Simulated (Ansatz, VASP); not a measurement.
# Cross-check of ZnS between VASP and Ansatz, part 2 of 2

Aim: how closely do two programs agree when they are given the same cell, functional and k mesh? The cell is taken from a series of runs on this material, whose earlier steps may have relaxed, scaled, displaced or heated it; both programs get it as it stands.

VASP 6.6.1 and Ansatz 0.2.0.

So far: The structure; Ansatz: zone-centre phonons, LDA.

## (3) VASP: zone-centre phonons, LDA

Level of this step: LDA; plane waves and PAW (S, Zn) (VASP).

The same cell, functional (in two slightly different forms) and mesh now go to VASP, with its own data sets.

Lines of VASP's logs that name or quote its potential files are left out, and so is its time.

File INCAR:

```
SYSTEM = ZnS
PREC = Accurate
ENCUT = 500
EDIFF = 1E-08
NELM = 120
ISMEAR = 0
SIGMA = 0.01
LREAL = .FALSE.
ALGO = Normal
GGA = PW92
NBANDS = 15
LORBIT = 11
LWAVE = .FALSE.
LCHARG = .FALSE.
ISIF = 2
IBRION = 8
LEPSILON = .TRUE.
LASPH = .TRUE.
GGA_COMPAT = .FALSE.
EFERMI = MIDGAP
KPAR = 2
```

File POSCAR:

```
ZnS
1.0
    0.0000000000      2.7002995245      2.7002995245
    2.7002995245      0.0000000000      2.7002995245
    2.7002995245      2.7002995245      0.0000000000
S Zn
1 1
Direct
    0.0000000000      0.0000000000      0.0000000000
    0.7500000000      0.7500000000      0.7500000000
```

File KPOINTS:

```
Automatic mesh
0
Gamma
12 12 12
0 0 0
```

The projector-augmented-wave data sets are S and Zn (LDA family, release 64).

Run with:

```
> mpirun -np 2 vasp_std
```

Numbers of over 12 decimals in the logs are rounded to 6 here.

The log of the run:

```text
[banner, memory and clock lines left out]
running    2 mpi-ranks, on    1 nodes
 distrk:  each k-point on    1 cores,    2 groups
 distr:  one band on    1 cores,    1 groups

 POSCAR found type information on POSCAR S Zn
 POSCAR found :  2 types and       2 ions
|                                                                             |
|               ----> ADVICE to this user running VASP <----                  |
|                                                                             |
|     You enforced a specific xc type in the INCAR file but a different       |
|     [... a line on the potential file left out ...]
|     I HOPE YOU KNOW WHAT YOU ARE DOING!                                     |
|                                                                             |

 LDA part: xc-table for (Slater(with rela. corr.)+PW92), standard interpolation
 POSCAR, INCAR and KPOINTS ok, starting setup
 FFT: planning ... GRIDC
 FFT: planning ... GRID_SOFT
 FFT: planning ... GRID
 WAVECAR not read
 entering main loop
       N       E                     dE             d eps       ncg     rms          rms(c)
DAV:   1     0.797745484165E+02    0.79775E+02   -0.84376E+03  2160   0.138E+03
DAV:   2    -0.316672204284E+01   -0.82941E+02   -0.78174E+02  2412   0.263E+02
DAV:   3    -0.854744661181E+01   -0.53807E+01   -0.53533E+01  2692   0.635E+01
DAV:   4    -0.860359011046E+01   -0.56143E-01   -0.56125E-01  2587   0.681E+00
DAV:   5    -0.860425708699E+01   -0.66698E-03   -0.66695E-03  2727   0.716E-01    0.684E+00
DAV:   6    -0.820920267656E+01    0.39505E+00   -0.78574E-01  3249   0.324E+01    0.530E+00
DAV:   7    -0.818265191164E+01    0.26551E-01   -0.23156E-01  2622   0.494E+00    0.256E+00
DAV:   8    -0.817672479701E+01    0.59271E-02   -0.49035E-03  3189   0.101E+00    0.581E-01
DAV:   9    -0.817622750889E+01    0.49729E-03   -0.98607E-04  2580   0.254E-01    0.867E-02
DAV:  10    -0.817624235609E+01   -0.14847E-04   -0.60532E-05  2741   0.611E-02    0.179E-02
DAV:  11    -0.817624130058E+01    0.10555E-05   -0.30844E-06  3273   0.197E-02    0.419E-03
DAV:  12    -0.817624141167E+01   -0.11109E-06   -0.89421E-07  2615   0.799E-03    0.209E-03
DAV:  13    -0.817624138028E+01    0.31389E-07   -0.93147E-08  3188   0.424E-03    0.768E-04
DAV:  14    -0.817624138019E+01    0.88448E-10   -0.79476E-09  1623   0.662E-04
   1 F= -.81762414E+01 E0= -.81762414E+01  d E =0.000000E+00
 Linear response reoptimize wavefunctions to high precision
DAV:   1    -0.817624137959E+01    0.60800E-09   -0.19664E-09  2134   0.420E-04
DAV:   2    -0.817624137964E+01   -0.53660E-10   -0.58643E-10  1423   0.229E-04
 Linear response G [H, r] |phi>, progress :
  Direction:   1
       N       E                     dE             d eps       ncg     rms
RMM:   1    -0.500327210307E+02   -0.50033E+02    0.12031E+02  3670   0.699E+01
RMM:   2    -0.505754077313E+02   -0.54269E+00   -0.96821E+00  3735   0.250E+01
RMM:   3    -0.507567196701E+02   -0.18131E+00   -0.64606E-01  4055   0.606E+00
RMM:   4    -0.507642601815E+02   -0.75405E-02   -0.24811E-02  4136   0.123E+00
RMM:   5    -0.507642671024E+02   -0.69209E-05   -0.74235E-04  4244   0.291E-01
RMM:   6    -0.507644501166E+02   -0.18301E-03   -0.44338E-04  4256   0.784E-02
RMM:   7    -0.507644203113E+02    0.29805E-04    0.13857E-05  4310   0.234E-02
RMM:   8    -0.507644301249E+02   -0.98136E-05   -0.59704E-05  4323   0.809E-03
RMM:   9    -0.507644272838E+02    0.28411E-05   -0.29979E-05  4018   0.301E-03
RMM:  10    -0.507644279611E+02   -0.67727E-06   -0.44587E-05  3329   0.151E-03
RMM:  11    -0.507644241082E+02    0.38530E-05   -0.48626E-06  2887   0.906E-04
RMM:  12    -0.507644250106E+02   -0.90248E-06   -0.17741E-05  2559   0.741E-04
RMM:  13    -0.507644249443E+02    0.66339E-07   -0.16442E-05  2319   0.660E-04
RMM:  14    -0.507644248176E+02    0.12669E-06   -0.12955E-05  2169   0.651E-04
RMM:  15    -0.507644245727E+02    0.24489E-06   -0.16933E-05  2023   0.657E-04
RMM:  16    -0.507644232687E+02    0.13041E-05   -0.65347E-07  1890   0.641E-04
 Linear response G [H, r] |phi>, progress :
  Direction:   2
       N       E                     dE             d eps       ncg     rms
RMM:   1    -0.514220880251E+02   -0.51422E+02    0.88809E+01  3673   0.682E+01
RMM:   2    -0.523178421857E+02   -0.89575E+00   -0.84666E+00  3695   0.237E+01
RMM:   3    -0.524543088747E+02   -0.13647E+00   -0.53965E-01  4019   0.549E+00
RMM:   4    -0.524597682895E+02   -0.54594E-02   -0.21142E-02  4155   0.113E+00
RMM:   5    -0.524597576335E+02    0.10656E-04   -0.70435E-04  4218   0.272E-01
RMM:   6    -0.524599186407E+02   -0.16101E-03   -0.36865E-04  4242   0.736E-02
RMM:   7    -0.524598872825E+02    0.31358E-04    0.78755E-05  4284   0.220E-02
RMM:   8    -0.524598977905E+02   -0.10508E-04   -0.31799E-06  4312   0.782E-03
[...]
RMM:   1    -0.668268705809E+00   -0.66827E+00   -0.26866E+00  2949   0.391E+00
RMM:   2    -0.704733940535E+00   -0.36465E-01   -0.15325E-02  3856   0.851E-01
RMM:   3    -0.705076973073E+00   -0.34303E-03   -0.54186E-04  3936   0.154E-01
RMM:   4    -0.705086241078E+00   -0.92680E-05   -0.45992E-05  3968   0.321E-02
RMM:   5    -0.705086551046E+00   -0.30997E-06   -0.58675E-06  4008   0.880E-03
RMM:   6    -0.705086632227E+00   -0.81181E-07   -0.11929E-06  4000   0.286E-03
[...]
RMM:   6    -0.592903742063E+00   -0.93672E-03   -0.11135E-04 15005   0.660E-02    0.245E-02
RMM:   7    -0.593160563118E+00   -0.25682E-03   -0.10664E-05 15167   0.199E-02    0.142E-03
RMM:   8    -0.593173540021E+00   -0.12977E-04   -0.43543E-07 15748   0.415E-03    0.101E-03
RMM:   9    -0.593171253051E+00    0.22870E-05   -0.26613E-07 15939   0.136E-03    0.378E-04
RMM:  10    -0.593175851150E+00   -0.45981E-05    0.18059E-12 14748   0.391E-04    0.172E-04
RMM:  11    -0.593174879792E+00    0.97136E-06    0.91142E-09 14043   0.177E-04    0.176E-05
RMM:  12    -0.593174904376E+00   -0.24583E-07   -0.10903E-08  8341   0.637E-05    0.284E-06
 change of polarisation eV/A/(eV/A) component  1 :     1.125     0.224     0.136
 dielectric tensor                  component  1 :     6.170     1.028     0.625
 Linear response to external field, progress :
  Direction:   2
       N       E                     dE             d eps       ncg     rms          rms(c)
RMM:   1    -0.581805268974E+00   -0.58181E+00   -0.23048E+00 11269   0.375E+00
RMM:   2    -0.615694578923E+00   -0.33889E-01   -0.15026E-02 15173   0.825E-01    0.145E+00
RMM:   3    -0.578325904286E+00    0.37369E-01   -0.26249E-02 14692   0.862E-01    0.761E-01
RMM:   4    -0.584774227975E+00   -0.64483E-02   -0.18950E-02 14977   0.726E-01    0.183E-01
RMM:   5    -0.591968053743E+00   -0.71938E-02   -0.10211E-03 15157   0.191E-01    0.390E-02
RMM:   6    -0.592905242800E+00   -0.93719E-03   -0.12428E-04 15001   0.658E-02    0.245E-02
RMM:   7    -0.593160596437E+00   -0.25535E-03   -0.14580E-05 15164   0.198E-02    0.141E-03
RMM:   8    -0.593173099390E+00   -0.12503E-04   -0.65957E-07 15751   0.412E-03    0.100E-03
RMM:   9    -0.593170872239E+00    0.22272E-05   -0.27408E-07 15913   0.135E-03    0.378E-04
RMM:  10    -0.593175452203E+00   -0.45800E-05   -0.31801E-08 14744   0.390E-04    0.171E-04
RMM:  11    -0.593174462567E+00    0.98964E-06   -0.16324E-08 14025   0.177E-04    0.177E-05
RMM:  12    -0.593174489745E+00   -0.27177E-07    0.78086E-08  8347   0.638E-05    0.284E-06
 change of polarisation eV/A/(eV/A) component  2 :     0.187     1.125     0.120
 dielectric tensor                  component  2 :     0.858     6.170     0.552
 Linear response to external field, progress :
  Direction:   3
       N       E                     dE             d eps       ncg     rms          rms(c)
RMM:   1    -0.581814233172E+00   -0.58181E+00   -0.23049E+00 11271   0.375E+00
RMM:   2    -0.615688668149E+00   -0.33874E-01   -0.15010E-02 15169   0.825E-01    0.145E+00
RMM:   3    -0.578324097035E+00    0.37365E-01   -0.26228E-02 14688   0.862E-01    0.761E-01
RMM:   4    -0.584776438766E+00   -0.64523E-02   -0.18982E-02 14977   0.727E-01    0.183E-01
RMM:   5    -0.591971950241E+00   -0.71955E-02   -0.10240E-03 15154   0.191E-01    0.391E-02
RMM:   6    -0.592904139938E+00   -0.93219E-03   -0.12557E-04 15005   0.661E-02    0.245E-02
RMM:   7    -0.593160594577E+00   -0.25645E-03   -0.14740E-05 15173   0.199E-02    0.142E-03
RMM:   8    -0.593173202459E+00   -0.12608E-04   -0.68591E-07 15746   0.414E-03    0.101E-03
RMM:   9    -0.593170844385E+00    0.23581E-05   -0.28710E-07 15933   0.136E-03    0.379E-04
RMM:  10    -0.593175460989E+00   -0.46166E-05   -0.20387E-08 14753   0.391E-04    0.171E-04
RMM:  11    -0.593174480805E+00    0.98018E-06    0.97532E-10 14021   0.177E-04    0.179E-05
RMM:  12    -0.593174505925E+00   -0.25120E-07    0.51186E-09  8369   0.639E-05    0.287E-06
 change of polarisation eV/A/(eV/A) component  3 :     0.154     0.205     1.125
 dielectric tensor                  component  3 :     0.709     0.944     6.170
 Linear response DOF=           2
 Linear response progress:
  Degree of freedom:   1/  2
       N       E                     dE             d eps       ncg     rms          rms(c)
RMM:   1    -0.105394641005E+00   -0.10539E+00    0.49556E-02 20971   0.221E+00
RMM:   2    -0.103262119248E+00    0.21325E-02   -0.46549E-03 13527   0.636E-01    0.162E-01
RMM:   3    -0.103600485761E+00   -0.33837E-03   -0.30934E-04 14598   0.141E-01    0.802E-02
RMM:   4    -0.103960602223E+00   -0.36012E-03   -0.42250E-05 14825   0.512E-02    0.155E-02
RMM:   5    -0.103975245851E+00   -0.14644E-04   -0.15430E-06 15474   0.124E-02    0.891E-03
RMM:   6    -0.103960472249E+00    0.14774E-04    0.44627E-07 15146   0.368E-03    0.424E-03
RMM:   7    -0.103963100883E+00   -0.26286E-05   -0.13029E-07 15013   0.124E-03    0.556E-04
RMM:   8    -0.103963530945E+00   -0.43006E-06    0.15971E-08 15945   0.282E-04    0.112E-04
RMM:   9    -0.103963021113E+00    0.50983E-06   -0.11055E-08 15711   0.937E-05    0.375E-05
RMM:  10    -0.103963191425E+00   -0.17031E-06   -0.26286E-09 15564   0.406E-05    0.466E-06
RMM:  11    -0.103963212875E+00   -0.21450E-07   -0.17598E-08 15701   0.203E-05    0.612E-06
RMM:  12    -0.103963199207E+00    0.13668E-07   -0.13712E-08 13361   0.103E-05    0.251E-07
RMM:  13    -0.103963201874E+00   -0.26668E-08   -0.17698E-08  9828   0.751E-06    0.226E-07
 first order change of Fermi-energy   0.31983E+00
 force on displaced ion       1 direction 1 :  -5.474   0.000   0.000
 Born effective charge ion    1 direction 1 :  -1.991   0.000   0.000
 Linear response progress:
  Degree of freedom:   2/  2
       N       E                     dE             d eps       ncg     rms          rms(c)
RMM:   1    -0.212744783468E+00   -0.21274E+00   -0.76885E-03 11801   0.210E+00
RMM:   2    -0.210853331473E+00    0.18915E-02   -0.28477E-03 13471   0.428E-01    0.112E-01
RMM:   3    -0.210598957301E+00    0.25437E-03   -0.50449E-05 15879   0.621E-02    0.657E-02
RMM:   4    -0.210274907301E+00    0.32405E-03   -0.10474E-05 15621   0.241E-02    0.329E-03
RMM:   5    -0.210271154101E+00    0.37532E-05   -0.16474E-09 16476   0.426E-03    0.122E-03
RMM:   6    -0.210275649396E+00   -0.44953E-05   -0.19377E-07 16335   0.141E-03    0.306E-04
RMM:   7    -0.210276013931E+00   -0.36453E-06    0.17192E-09 16538   0.326E-04    0.109E-04
RMM:   8    -0.210275882185E+00    0.13175E-06   -0.10045E-08 15659   0.133E-04    0.233E-05
RMM:   9    -0.210275703097E+00    0.17909E-06    0.36134E-09 16617   0.529E-05    0.691E-06
RMM:  10    -0.210275703980E+00   -0.88253E-09    0.78276E-10 16864   0.169E-05    0.146E-06
 first order change of Fermi-energy  -0.31958E+00
 force on displaced ion       2 direction 1 :  -5.491   0.000   0.000
 Born effective charge ion    2 direction 1 :   1.990   0.000   0.000
 Born effective charges drift removed
 Linear response finished
```

Parts of OUTCAR (step 3):

```text
ion  position               nearest neighbor table
   1  0.000  0.000  0.000-   2 2.34   2 2.34   2 2.34   2 2.34
   2  0.750  0.750  0.750-   1 2.34   1 2.34   1 2.34   1 2.34

  LATTYP: Found a face centered cubic cell.
 ALAT       =     5.4005990490

 Subroutine GETGRP returns: Found 24 space group operations
 (whereof 24 operations were pure point group operations)

The static configuration has the point symmetry T_d .

 Found     72 irreducible k-points:

   k-points           NKPTS =     72   k-points in BZ     NKDIM =     72   number of bands    NBANDS=     15

   dimension x,y,z NGX =    28 NGY =   28 NGZ =   28
   dimension x,y,z NGXF=    56 NGYF=   56 NGZF=   56

   ENCUT  =  500.0 eV  36.75 Ry    6.06 a.u.   6.96  6.96  6.96*2*pi/ulx,y,z

   NELECT =      18.0000    total number of electrons

 k-points in reciprocal lattice and weights: Automatic mesh
   0.00000000  0.00000000  0.00000000       0.001
   0.08333333  0.00000000  0.00000000       0.005
   0.16666667  0.00000000  0.00000000       0.005
   0.25000000  0.00000000  0.00000000       0.005
   0.33333333  0.00000000  0.00000000       0.005
   0.41666667  0.00000000  0.00000000       0.005
   0.50000000  0.00000000  0.00000000       0.002
   0.08333333  0.08333333  0.00000000       0.003
   0.16666667  0.08333333  0.00000000       0.014
[...]
-0.33333333  0.50000000  0.16666667       0.007
  -0.25000000  0.50000000  0.25000000       0.003

 average (electrostatic) potential at core
       1 -89.1974       2 -37.4654

  Total       -1.0519721     -1.0519721     -1.0519721      0.0000000     -0.0000000     -0.0000000
  in kB      -42.8005143    -42.8005143    -42.8005143      0.0000000     -0.0000000     -0.0000000
  external PRESSURE =     -42.8005143 kB  Pullay stress =       0.0000000 kB

  energy-cutoff  :      500.00
  volume of cell :       39.38
      direct lattice vectors                 reciprocal lattice vectors
     0.000000000  2.700299525  2.700299525    -0.185164644  0.185164644  0.185164644
     2.700299525  0.000000000  2.700299525     0.185164644 -0.185164644  0.185164644
     2.700299525  2.700299525  0.000000000     0.185164644  0.185164644 -0.185164644

 POSITION                                       TOTAL-FORCE (eV/Angst)
 -----------------------------------------------------------------------------------
      0.00000      0.00000      0.00000         0.000000      0.000000      0.000000
      4.05045      4.05045      4.05045        -0.000000     -0.000000     -0.000000
 -----------------------------------------------------------------------------------
    total drift:                                0.000000      0.000000      0.000000

 MACROSCOPIC STATIC DIELECTRIC TENSOR (including local field effects in DFT)
 ------------------------------------------------------
           6.169567     0.000000    -0.000000
           0.000000     6.169567     0.000000
           0.000000     0.000000     6.169567
 ------------------------------------------------------

 PIEZOELECTRIC TENSOR (including local field effects)  for field in x, y, z        (C/m^2)
          XX          YY          ZZ          XY          YZ          ZX
  --------------------------------------------------------------------------------
  x    -0.00000     0.00000    -0.00000     0.00000    -0.68168     0.00000
  y     0.00000     0.00000     0.00000     0.00000     0.00000    -0.68168
  z     0.00000     0.00000    -0.00000    -0.68168     0.00000     0.00000

 BORN EFFECTIVE CHARGES (including local field effects) (in |e|, cummulative output)
 ---------------------------------------------------------------------------------
 ion    1
    1    -1.98990     0.00000     0.00000
    2     0.00000    -1.98990    -0.00000
    3     0.00000    -0.00000    -1.98990
 ion    2
    1     1.98990     0.00000    -0.00000
    2     0.00000     1.98990     0.00000
    3    -0.00000     0.00000     1.98990

 Eigenvectors and eigenvalues of the dynamical matrix
 ----------------------------------------------------

   1 f  =    7.889591 THz    49.571764 2PiTHz  263.168438 cm-1    32.628713 meV
             X         Y         Z           dx          dy          dz
      0.000000  0.000000  0.000000     0.818702   -0.000000    0.000000
      4.050449  4.050449  4.050449    -0.574219    0.000000    0.000000

   2 f  =    7.889591 THz    49.571764 2PiTHz  263.168438 cm-1    32.628713 meV
             X         Y         Z           dx          dy          dz
      0.000000  0.000000  0.000000     0.000000    0.818702    0.000000
      4.050449  4.050449  4.050449     0.000000   -0.574219    0.000000

   3 f  =    7.889591 THz    49.571764 2PiTHz  263.168438 cm-1    32.628713 meV
             X         Y         Z           dx          dy          dz
      0.000000  0.000000  0.000000    -0.000000    0.000000   -0.818702
      4.050449  4.050449  4.050449    -0.000000   -0.000000    0.574219

   4 f/i=    0.005851 THz     0.036764 2PiTHz    0.195177 cm-1     0.024199 meV
             X         Y         Z           dx          dy          dz
      0.000000  0.000000  0.000000    -0.503853   -0.275318    0.007756
      4.050449  4.050449  4.050449    -0.718376   -0.392539    0.011058

   5 f/i=    0.005851 THz     0.036764 2PiTHz    0.195177 cm-1     0.024199 meV
             X         Y         Z           dx          dy          dz
      0.000000  0.000000  0.000000     0.098878   -0.165719    0.540821
      4.050449  4.050449  4.050449     0.140977   -0.236277    0.771084

   6 f/i=    0.005851 THz     0.036764 2PiTHz    0.195177 cm-1     0.024199 meV
             X         Y         Z           dx          dy          dz
      0.000000  0.000000  0.000000    -0.257067    0.475883    0.192820
      4.050449  4.050449  4.050449    -0.366516    0.678498    0.274917

 MACROSCOPIC STATIC DIELECTRIC TENSOR IONIC CONTRIBUTION
 ------------------------------------------------------
           3.318725     0.000000    -0.000000
           0.000000     3.318725     0.000000
          -0.000000     0.000000     3.318725
 ------------------------------------------------------

 ELASTIC MODULI CONTR FROM IONIC RELAXATION (kBar)
 Direction    XX          YY          ZZ          XY          YZ          ZX
 --------------------------------------------------------------------------------
 XX          -0.0000     -0.0000     -0.0000      0.0000      0.0000      0.0000
 YY          -0.0000     -0.0000     -0.0000      0.0000      0.0000      0.0000
 ZZ          -0.0000     -0.0000     -0.0000     -0.0000      0.0000      0.0000
 XY           0.0000      0.0000     -0.0000   -143.0697      0.0000     -0.0000
 YZ           0.0000      0.0000      0.0000      0.0000   -143.0697     -0.0000
 ZX           0.0000      0.0000      0.0000     -0.0000     -0.0000   -143.0697
 --------------------------------------------------------------------------------

 PIEZOELECTRIC TENSOR IONIC CONTR  for field in x, y, z        (C/m^2)
          XX          YY          ZZ          XY          YZ          ZX
  --------------------------------------------------------------------------------
  x    -0.00000    -0.00000    -0.00000    -0.00000     0.64838     0.00000
  y    -0.00000    -0.00000    -0.00000     0.00000     0.00000     0.64838
  z    -0.00000    -0.00000     0.00000     0.64838    -0.00000     0.00000
```

The dielectric response converges more slowly with the mesh than energies do, so tensor and charges may still move on a finer one.

## (4) Comparison

Known differences besides the potentials themselves: fixed occupations in Ansatz, narrow Gaussian smearing in VASP; VASP's response is taken on the typed mesh, Ansatz refines its own for the field response alone; the cutoff is 420 eV in Ansatz and 500 eV in VASP; VASP's log shows a relativistic correction to its local exchange, Ansatz's none. Total energies have different zeros and are not compared.

The two programs side by side:

```tsv
quantity	Ansatz	VASP	difference
ε∞ xx	6.22	6.17	+0.77 %
ε∞ yy	6.22	6.17	+0.77 %
ε∞ zz	6.22	6.17	+0.77 %
Born charge of S1 (mean of the diagonal) (e)	-1.98	-1.99	+0.01
Born charge of Zn2 (mean of the diagonal) (e)	1.98	1.99	-0.01
optical mode 1 to 3 (cm⁻¹)	262.2	263.2	-0.38 %
```

Modes are paired by rising frequency, not by their patterns, so a pair may set unlike modes beside each other; they are those without the splitting of longitudinal modes.

## (5) Results

| Item | Value |
| --- | --- |
| r.m.s. difference of the optical zone-centre modes, each program's sorted by frequency (zone-centre phonons, LDA) | 1.0 cm⁻¹ |
| difference in ε∞ xx (zone-centre phonons, LDA) | +0.8 % |

What this shows: The r.m.s. difference of the optical zone-centre modes, each program's sorted by frequency is 1.0 cm⁻¹ (zone-centre phonons, LDA). Among the rows given in per cent, the largest difference of the zone-centre phonons, LDA pair is in ε∞ xx, +0.8 %. How closely two codes agree says nothing of how well the functional describes the real material.

[Lines on the potential files, build, host, timing and source positions are cut from VASP's logs without a mark.]

[Logs are printed without paths, hosts, clocks, repeated set-up lines and the standing remarks that a program may print on its own settings, such as how far it seeks lower states.]

[Hosts, paths, dates, database ids (printed as entryN), source tags and the programs' standing remarks are cut or masked in the printed files.]
